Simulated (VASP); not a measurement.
An input for Ansatz (written as the equivalent of a VASP run, and not itself run):

Ansatz 0.2 input:
```yaml
crystal:
  lattice:
    - [0.0000000, 2.9246345, 2.9246345]
    - [2.9246345, 0.0000000, 2.9246345]
    - [2.9246345, 2.9246345, 0.0000000]
  atoms:
    - { symbol: Pb, position: [0.0000000, 0.0000000, 0.0000000] }
    - { symbol: S, position: [0.5000000, 0.5000000, 0.5000000] }
kpoints:
  mp_grid: { grid: [8, 8, 8] }
hamiltonian:
  xc: pbe
  pseudopotentials: { kind: paw }
scf:
  occupations: { method: gaussian, width: 0.05 }
  max_iter: 100
relax:
  max_steps: 40
  f_tol: 0.02
  cell: { p_target: 5 }
output: { forces: true, stress: true, eigenvalues: true }
```

Question: Translate this input to VASP (INCAR, KPOINTS, POSCAR, choice of POTCAR).

Answer: Several could match; the one computed here: 
INCAR:
```
! general
SYSTEM =PbS
PREC   =Accurate
ENCUT  =500
LREAL  =F
LASPH  =T

! electronic loop
EDIFF  =1E-6
NELM   =100
ALGO   =Normal
LMAXMIX=4

! smearing
ISMEAR =0
SIGMA  =0.05

! functional
GGA    =PE

! ions
IBRION =2
NSW    =40
ISIF   =3
EDIFFG =-0.02
PSTRESS=50

! output
LWAVE  =F
LCHARG =F
```

POSCAR:
```
PbS
1
   -0.0000000000     2.9246345179     2.9246345179
    2.9246345179     0.0000000000     2.9246345179
    2.9246345179     2.9246345179    -0.0000000000
Pb S
1 1
Direct
  0.0000000000   0.0000000000   0.0000000000
  0.5000000000   0.5000000000   0.5000000000
```

### KPOINTS
```
Automatic mesh
0
Gamma
 8 8 8
```

POTCAR, in this order: Pb_d S (PBE.64 set). Program: vasp_std.

Limits of the translation: each code has its own PAW files, so the cut-off isn't converted (ENCUT is set for VASP's; basis.ecutwfc is left out, and Ansatz then takes the one that its files recommend); Ansatz stops its SCF on the density residual and VASP on the energy change (EDIFF).

The compound is PbS in the rock salt structure. It was relaxed first under an external pressure of 5 GPa.
